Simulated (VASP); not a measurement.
GaP (zinc blende), at 1.04 of the tabulated volume:

```yaml
crystal:
  lattice:
    - [0.00000, 2.76086, 2.76086]
    - [2.76086, 0.00000, 2.76086]
    - [2.76086, 2.76086, 0.00000]
  atoms:
    - { symbol: Ga, position: [0.00000, 0.00000, 0.00000] }
    - { symbol: P, position: [0.25000, 0.25000, 0.25000] }
```

The lowest empty band near Γ, direction [100], from PBE with spin-orbit coupling in VASP (PAW); its two spin partners are averaged. The gap over the points computed is 1.48 eV, and the next band on that side lies 2.28 eV away at the edge.

Settings: 400 eV cut-off, 9×9×9 Γ-centred mesh, Gaussian smearing of 0.050 eV, potentials Ga_d P.

```csv
distance from the edge in k (1/Å),distance in energy (meV)
0.012,5.6
0.018,12.7
0.025,24.3
0.035,46.9
0.050,92.7
0.070,172.3
```

Question: Fit E(1 + αE) = ħ²k²/2m* (ħ²/2m0 = 3.810 eV Å²) and predict the row at 0.095 1/Å.

Answer: Least squares on the energies gives the electron mass m* = 0.096 m0 and α = 0.73 per eV, and so 294.1 meV. The run gave 293.7 meV, -0.4 meV from the fit. So light an electron mass at Γ scales with the gap, and carries this level's error in it.

Left out are points under 3 meV from the edge, since the levels carry 0.1 meV, and points farther than half the way to the next band.

The compound is GaP in the zinc blende structure. The cell was not relaxed at this level.
